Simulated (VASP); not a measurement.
# Nb2SiO2 (P6_3/mmc) in VASP: single point with PBE

Aim: the single point of Nb2SiO2 with PBE.

Program: VASP 6.6.1. These are calculated values, not measurements. Logs are shortened: lines on timing, memory, paths and dates and some standing lists are left out, and cuts for length are marked.

**1. The crystal as given**

It takes space group P6_3/mmc (No. 194, hexagonal). Conventional cell: a = 3.016 Å, b = 3.016 Å, c = 18.859 Å, α = 90.00°, β = 90.00°, γ = 120.00°. Nb (site symmetry 3m) is surrounded by 3 O at 2.08 Å. Si (site symmetry -6m2) has 6 Nb at 2.69 Å and 6 Si at 3.02 Å as nearest neighbours. O (site symmetry 3m) has 3 Nb at 2.08 Å as nearest neighbours.

The cell was built by a generator and needn't be a form met in nature.

**2. Single point, PBE**

Contents of INCAR:

```
ALGO = Fast
EDIFF = 1E-5
ENCUT = 520
GGA = PE
ISIF = 2
ISMEAR = 0
LASPH = True
LCHARG = False
LREAL = Auto
LWAVE = False
NBANDS = 53
NELM = 80
PREC = Normal
SIGMA = 0.15
```

Contents of KPOINTS:

```
k-points
0
Gamma
  9 9 2
```

Contents of POSCAR:

```
Nb2SiO2
1.0
    3.0155590000      0.0000000000      0.0000000000
   -1.5077800000      2.6115510000      0.0000000000
    0.0000000000      0.0000000000     18.8593800000
Nb Si O
4 2 4
Direct
    0.6666670000      0.3333330000      0.3585470000
    0.3333330000      0.6666670000      0.6414530000
    0.6666670000      0.3333330000      0.1414530000
    0.3333330000      0.6666670000      0.8585470000
    0.3333330000      0.6666670000      0.2500000000
    0.6666670000      0.3333330000      0.7500000000
    0.3333330000      0.6666670000      0.4191120000
    0.6666670000      0.3333330000      0.5808880000
    0.3333330000      0.6666670000      0.0808880000
    0.6666670000      0.3333330000      0.9191120000
```

Potentials or basis: VASP PAW PBE potentials, release 64 (Nb_sv, Si, O).

Run with:

```console
> cat potpaw_PBE.64/Nb_sv/POTCAR potpaw_PBE.64/Si/POTCAR potpaw_PBE.64/O/POTCAR > POTCAR
> mpirun -np 1 vasp_std > vasp.out
```

OUTCAR:

```text
EDIFF = 1E-5
   ENCUT = 520
   GGA = PE
   ISIF = 2
   ISMEAR = 0
   LASPH = True
   LREAL = Auto
   NELM = 80
   PREC = Normal

 ion  position               nearest neighbor table
   1  0.667  0.333  0.359-   7 2.08   7 2.08   7 2.08   5 2.69   5 2.69   5 2.69
   2  0.333  0.667  0.641-   8 2.08   8 2.08   8 2.08   6 2.69   6 2.69   6 2.69
   3  0.667  0.333  0.141-   9 2.08   9 2.08   9 2.08   5 2.69   5 2.69   5 2.69
   4  0.333  0.667  0.859-  10 2.08  10 2.08  10 2.08   6 2.69   6 2.69   6 2.69
   5  0.333  0.667  0.250-   1 2.69   3 2.69   1 2.69   3 2.69   1 2.69   3 2.69
   6  0.667  0.333  0.750-   2 2.69   4 2.69   2 2.69   4 2.69   2 2.69   4 2.69
   7  0.333  0.667  0.419-   1 2.08   1 2.08   1 2.08
   8  0.667  0.333  0.581-   2 2.08   2 2.08   2 2.08
   9  0.333  0.667  0.081-   3 2.08   3 2.08   3 2.08
  10  0.667  0.333  0.919-   4 2.08   4 2.08   4 2.08

  LATTYP: Found a hexagonal cell.
 ALAT       =     3.0155590000
 C/A-ratio  =     6.2540245440

  Lattice vectors:

 A1 = (   3.0155590000,   0.0000000000,   0.0000000000)
 A2 = (  -1.5077800000,   2.6115510000,   0.0000000000)
 A3 = (   0.0000000000,   0.0000000000,  18.8593800000)

Analysis of symmetry for initial positions (statically):
=====================================================================
 Subroutine PRICEL returns:
 Original cell was already a primitive cell.

 Routine SETGRP: Setting up the symmetry group for a
 hexagonal supercell.

 Subroutine GETGRP returns: Found 24 space group operations
 (whereof 12 operations were pure point group operations)
 out of a pool of 24 trial point group operations.

The static configuration has the point symmetry D_3d.
 The point group associated with its full space group is D_6h.

Analysis of symmetry for dynamics (positions and initial velocities):
=====================================================================
 Subroutine PRICEL returns:
 Original cell was already a primitive cell.

 Routine SETGRP: Setting up the symmetry group for a
 hexagonal supercell.

 Subroutine GETGRP returns: Found 24 space group operations
 (whereof 12 operations were pure point group operations)
 out of a pool of 24 trial point group operations.

The dynamic configuration has the point symmetry D_3d.
 The point group associated with its full space group is D_6h.

 Subroutine INISYM returns: Found 24 space group operations
 (whereof 12 operations are pure point group operations),
 and found     1 'primitive' translations

----------------------------------------------------------------------------------------

                                     Primitive cell

  volume of cell :     148.5230

  direct lattice vectors                    reciprocal lattice vectors
     3.015559000  0.000000000  0.000000000     0.331613475  0.191457171  0.000000000
    -1.507780000  2.611551000  0.000000000     0.000000000  0.382914215  0.000000000
     0.000000000  0.000000000 18.859380000     0.000000000  0.000000000  0.053024012

  length of vectors
     3.015559000  3.015559509 18.859380000     0.382914279  0.382914215  0.053024012

  position of ions in fractional coordinates (direct lattice)
     0.666667000  0.333333000  0.358547000
     0.333333000  0.666667000  0.641453000
     0.666667000  0.333333000  0.141453000
     0.333333000  0.666667000  0.858547000
     0.333333000  0.666667000  0.250000000
     0.666667000  0.333333000  0.750000000
     0.333333000  0.666667000  0.419112000
     0.666667000  0.333333000  0.580888000
     0.333333000  0.666667000  0.080888000
     0.666667000  0.333333000  0.919112000

  ion indices of the primitive-cell ions
   primitive index   ion index
                 1           1
                 2           2
                 3           3
                 4           4
                 5           5
                 6           6
                 7           7
                 8           8
                 9           9
                10          10

----------------------------------------------------------------------------------------

 KPOINTS: k-points

Automatic generation of k-mesh.
 Grid dimensions read from file:
 generate k-points for:    9    9    2

 Generating k-lattice:

  Cartesian coordinates                     Fractional coordinates (reciprocal lattice)
     0.036845942  0.021273019  0.000000000     0.111111111  0.000000000  0.000000000
     0.000000000  0.042546024  0.000000000     0.000000000  0.111111111  0.000000000
     0.000000000  0.000000000  0.026512006     0.000000000  0.000000000  0.500000000

  Length of vectors
     0.042546031  0.042546024  0.026512006

  Shift w.r.t. Gamma in fractional coordinates (k-lattice)
     0.000000000  0.000000000  0.000000000

 Subroutine IBZKPT returns following result:
 ===========================================

 Found     24 irreducible k-points:

 Following reciprocal coordinates:
            Coordinates               Weight
  0.000000  0.000000  0.000000      1.000000
  0.111111 -0.000000  0.000000      6.000000
  0.222222  0.000000  0.000000      6.000000
  0.333333 -0.000000  0.000000      6.000000
  0.444444  0.000000  0.000000      6.000000
  0.111111  0.111111  0.000000      6.000000
[... 16 lines left out ...]
  0.333333  0.222222  0.500000     12.000000
  0.333333  0.333333  0.500000      2.000000
   k-points           NKPTS =     24   k-points in BZ     NKDIM =     24   number of bands    NBANDS=     53
   number of dos      NEDOS =    301   number of ions     NIONS =     10
   total plane-waves  NPLWV =  34992
   dimension x,y,z NGX =    18 NGY =   18 NGZ =  108
   dimension x,y,z NGXF=    36 NGYF=   36 NGZF=  216
   ions per type =               4   2   4
   NGX,Y,Z   is equivalent  to a cutoff of   9.92,  9.92,  9.52 a.u.
   NGXF,Y,Z  is equivalent  to a cutoff of  19.85, 19.85, 19.04 a.u.
 SYSTEM =  unknown system
   PREC   = normal    normal or accurate (medium, high low for compatibility)
   ISTART =      0    job   : 0-new  1-cont  2-samecut
   ICHARG =      2    charge: 1-file 2-atom 10-const
   ISPIN  =      1    spin polarized calculation?
   LNONCOLLINEAR =      F non collinear calculations
   LSORBIT =      F    spin-orbit coupling
   LASPH  =      T    aspherical Exc in radial PAW
   ENCUT  =  520.0 eV  38.22 Ry    6.18 a.u.   5.61  5.61 35.07*2*pi/ulx,y,z
   NELM   =     80;   NELMIN=  2; NELMDL= -5     # of ELM steps
   EDIFF  = 0.1E-04   stopping-criterion for ELM
   LREAL  =      T    real-space projection
   EDIFFG = 0.1E-03   stopping-criterion for IOM
   NSW    =      0    number of steps for IOM
   IBRION =     -1    ionic relax: 0-MD 1-quasi-New 2-CG
   NFREE  =      0    steps in history (QN), initial steepest desc. (CG)
   ISIF   =      2    stress and relaxation
   ISYM   =      2    0-nonsym 1-usesym 2-fastsym
   POTIM  = 0.5000    time-step for ionic-motion
   TEBEG  =    0.0;   TEEND  =   0.0 temperature during run
   PSTRESS=    0.0 pullay stress
   NELECT =      84.0000    total number of electrons
   NUPDOWN=      -1.0000    fix difference up-down
   EMIN   =  10.00;   EMAX   =-10.00  energy-range for DOS
   EFERMI =   0.00;   METHOD = LEGACY
   ISMEAR =     0;   SIGMA  =   0.15  broadening in eV -4-tet -1-fermi 0-gaus
   EFERMI_NEDOS =   21; number of points for ismear=-14 and -15
   IALGO  =     68    algorithm
   IMIX   =      4    mixing-type and parameters
     AMIX     =   0.40;   BMIX     =  1.00
     AMIX_MAG =   1.60;   BMIX_MAG =  1.00
  volume/ion in A,a.u.               =      14.85       100.23
  Fermi-wavevector in a.u.,A,eV,Ry     =   1.353848  2.558402 24.938190  1.832905
  Thomas-Fermi vector in A             =   2.481069
   LORBIT       =      0    0 simple, 1 ext, 2 COOP (PROOUT), +10 PAW based schemes
   GGA     = PE    functional components
   LHFCALC =     F    Hartree Fock is set to
   AEXX    =    0.0000 exact exchange contribution
   IVDW    =     0    specifies the selected vdW correction
   LEPSILON=     F    determine dielectric tensor
   LRPA    =     F    only Hartree local field effects (RPA)
 non-spin polarized calculation
 RMM-DIIS sequential band-by-band and
 Gauss-broadening in eV      SIGMA  =   0.15
  energy-cutoff  :      520.00
  volume of cell :      148.52
 maximum number of plane-waves:      4032
   NGX = 11   NGY = 11   NGZ = 71

 number of electron      83.9999905 magnetization

 Free energy of the ion-electron system (eV)
  ---------------------------------------------------
  ext. energy  EPLUGINS =         0.00000000
  ---------------------------------------------------
  free energy    TOTEN  =       -85.99715198 eV

  energy without entropy =      -85.93366845  energy(sigma->0) =      -85.96541022

 E-fermi :   7.8867     XC(G=0): -10.8967

 val. band max:        7.8503597049   @ k =   0.1111  -0.0000   0.5000
 cond. band min:       7.9280481512   @ k =   0.1111  -0.0000   0.0000
 fundamental gap:      0.0776884462
 Fermi energy:         7.8867261597

 k-point     1 :       0.0000    0.0000    0.0000
  band No.  band energies     occupation
      1     -47.9156      2.00000
      2     -47.9156      2.00000
      3     -47.9148      2.00000
      4     -47.9148      2.00000
      5     -24.1779      2.00000
      6     -24.1773      2.00000
[... 45 lines left out ...]
     52      11.0863      0.00000
     53      11.2381      0.00000

 k-point     2 :       0.1111   -0.0000    0.0000
  band No.  band energies     occupation
      1     -47.9013      2.00000
      2     -47.9013      2.00000
      3     -47.9006      2.00000
      4     -47.9006      2.00000
      5     -24.1542      2.00000
      6     -24.1537      2.00000
[... 45 lines left out ...]
     52      11.0890      0.00000
     53      11.3593      0.00000

 k-point     3 :       0.2222    0.0000    0.0000
  band No.  band energies     occupation
      1     -47.8651      2.00000
      2     -47.8651      2.00000
      3     -47.8645      2.00000
      4     -47.8645      2.00000
      5     -24.1038      2.00000
      6     -24.1034      2.00000
[... 45 lines left out ...]
     52      11.4359      0.00000
     53      11.7479      0.00000
[... 1065 lines left out ...]
 k-point    23 :       0.3333    0.2222    0.5000
  band No.  band energies     occupation
      1     -47.7843      2.00000
      2     -47.7843      2.00000
      3     -47.7837      2.00000
      4     -47.7837      2.00000
      5     -24.3581      2.00000
      6     -24.3581      2.00000
[... 45 lines left out ...]
     52      11.1575      0.00000
     53      12.3023      0.00000

 k-point    24 :       0.3333    0.3333    0.5000
  band No.  band energies     occupation
      1     -47.7770      2.00000
      2     -47.7770      2.00000
      3     -47.7765      2.00000
      4     -47.7765      2.00000
      5     -24.2787      2.00000
      6     -24.2787      2.00000
[... 45 lines left out ...]
     52      10.6647      0.00000
     53      12.5507      0.00000

------------------------ aborting loop because EDIFF is reached ----------------------------------------

  FORCE on cell =-STRESS in cart. coord.  units (eV):
  Direction    XX          YY          ZZ          XY          YZ          ZX
  --------------------------------------------------------------------------------------
  -------------------------------------------------------------------------------------
  Total       -0.0097299     -0.0097299      0.1814751      0.0000000      0.0000000      0.0000000
  in kB       -0.1049603     -0.1049603      1.9576447      0.0000000      0.0000000      0.0000000
  external PRESSURE =       0.5825747 kB  Pullay stress =       0.0000000 kB

 VOLUME and BASIS-vectors are now :
 -----------------------------------------------------------------------------
  energy-cutoff  :      520.00
  volume of cell :      148.52
      direct lattice vectors                 reciprocal lattice vectors
     3.015559000  0.000000000  0.000000000     0.331613475  0.191457171  0.000000000
    -1.507780000  2.611551000  0.000000000     0.000000000  0.382914215  0.000000000
     0.000000000  0.000000000 18.859380000     0.000000000  0.000000000  0.053024012

 POSITION                                       TOTAL-FORCE (eV/Angst)
 -----------------------------------------------------------------------------------
      1.50778      0.87052      6.76197         0.000000     -0.000000      0.013478
     -0.00000      1.74103     12.09741        -0.000000      0.000000     -0.013478
      1.50778      0.87052      2.66772         0.000000     -0.000000     -0.013478
     -0.00000      1.74103     16.19166        -0.000000      0.000000      0.013478
     -0.00000      1.74103      4.71485        -0.000000      0.000000      0.000000
      1.50778      0.87052     14.14454        -0.000000      0.000000      0.000000
     -0.00000      1.74103      7.90419        -0.000000      0.000000     -0.014764
      1.50778      0.87052     10.95519        -0.000000     -0.000000      0.014764
     -0.00000      1.74103      1.52550        -0.000000      0.000000      0.014764
      1.50778      0.87052     17.33388        -0.000000     -0.000000     -0.014764
 -----------------------------------------------------------------------------------
    total drift:                               -0.006912      0.003991     -0.002188

  FREE ENERGIE OF THE ION-ELECTRON SYSTEM (eV)
  ---------------------------------------------------
  free  energy   TOTEN  =       -85.9971519787 eV

  energy  without entropy=      -85.9336684545  energy(sigma->0) =      -85.96541022
```

It took 2.7 min on 1 thread of Intel Xeon Platinum 8559C (Emerald Rapids), shared host; peak memory 0.25 GiB.

What came out:

```
Free energy            : -85.9972 eV
Pressure               : 0.1 GPa
Largest force          : 0.015 eV/Å
Band gap on the k mesh : none (metal or under the smearing width)
```

Forces in eV/Å, atoms in the order of the input:
```
Nb   0.000  0.000  0.013
Nb   0.000  0.000 -0.013
Nb   0.000  0.000 -0.013
Nb   0.000  0.000  0.013
Si   0.000  0.000  0.000
Si   0.000  0.000  0.000
O    0.000  0.000 -0.015
O    0.000  0.000  0.015
O    0.000  0.000  0.015
O    0.000  0.000 -0.015
```

Stress tensor (GPa, compression positive):
```
-0.01  0.00  0.00
 0.00 -0.01  0.00
 0.00  0.00  0.20
```
